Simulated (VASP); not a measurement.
Given:

```
PtSe2
1.0
    3.70580     0.00000     0.00000
   -1.85290     3.20931     0.00000
    0.00000     0.00000    21.21895
Se Pt
2 1
Direct
  0.66667   0.33333   0.43791
  0.33333   0.66667   0.56209
  0.00000   0.00000   0.50000
```

The numbers are results of r2SCAN meta-GGA, VASP's PBE PAW potentials (set 64) (plane waves; VASP 6.6.1), not measurements. Run with PREC = Normal, 400 eV cut-off, 12×12×1 Γ-centred mesh, Gaussian smearing of 0.050 eV, potentials Se Pt.

Task: Predict the energy per atom (σ→0).

Result: 
- energy per atom (σ→0) = -27.147 eV/atom

The absolute energy has meaning only against runs of the same code, potentials and settings.

The cell is a sheet with vacuum, built from PtSe2 (1T layered).
